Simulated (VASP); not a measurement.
Wanted: the native input for a VASP 6.6.1 run.

| Quantity | Value |
| --- | --- |
| Task | single point |
| Functional | PBE |
| Potentials or basis | VASP PAW PBE potentials, release 64 (Ti_sv, In_d, C) |
| Cutoff | 520 eV |
| k mesh | 7 × 7 × 6 |
| Occupations | fermi-dirac, width 0.05 eV |
| Spin | no spin polarisation |
| Further INCAR settings | ALGO = Normal; EDIFF = 1e-07; NBANDS = 31 |

The structure of TiIn2C2 lies in POSCAR:

```
TiIn2C2
1.0
    4.5289981500      0.0000000000      0.0000000000
   -2.2644990800      3.9222274500      0.0000000000
    0.0000000000      0.0000000000      4.8442518500
Ti In C
1 2 2
Direct
    0.0000000000      0.0000000000      0.0000000000
    0.3333333300      0.6666666700      0.4656000100
    0.6666666700      0.3333333300      0.5343999900
    0.3333333300      0.6666666700      0.1067000000
    0.6666666700      0.3333333300      0.8933000000
```

The cell was built by a generator and needn't be a form met in nature.

These files were run (other wordings do the same):

INCAR

```
ALGO = Normal
EDIFF = 1E-7
ENCUT = 520
GGA = PE
ISIF = 2
ISMEAR = -1
LASPH = T
LCHARG = F
LREAL = F
LWAVE = F
NBANDS = 31
NELM = 80
PREC = Accurate
SIGMA = 0.05
```

KPOINTS

```
k-points
0
Gamma
  7 7 6
```

Potentials or basis: VASP PAW PBE potentials, release 64 (Ti_sv, In_d, C).

Run with:

```bash
$ cat potpaw_PBE.64/Ti_sv/POTCAR potpaw_PBE.64/In_d/POTCAR potpaw_PBE.64/C/POTCAR > POTCAR
$ mpirun -np 1 vasp_std > vasp.out
```

It gave:

The pressure is 20.8 GPa, the largest force is 11.804 eV/Å and the band gap on the k mesh is none (metal or under the smearing width).

Caveat: so large a pressure means that the cell lies far from this level's equilibrium, or that cutoff or potentials fall short; forces of over 1 eV/Å show positions far from the minimum, so gaps and moduli don't describe the material at rest.

Run time: 90 s on 1 thread of AMD EPYC 9R45 96-Core Processor (Zen 5), on a shared host, peak memory 0.24 GiB.
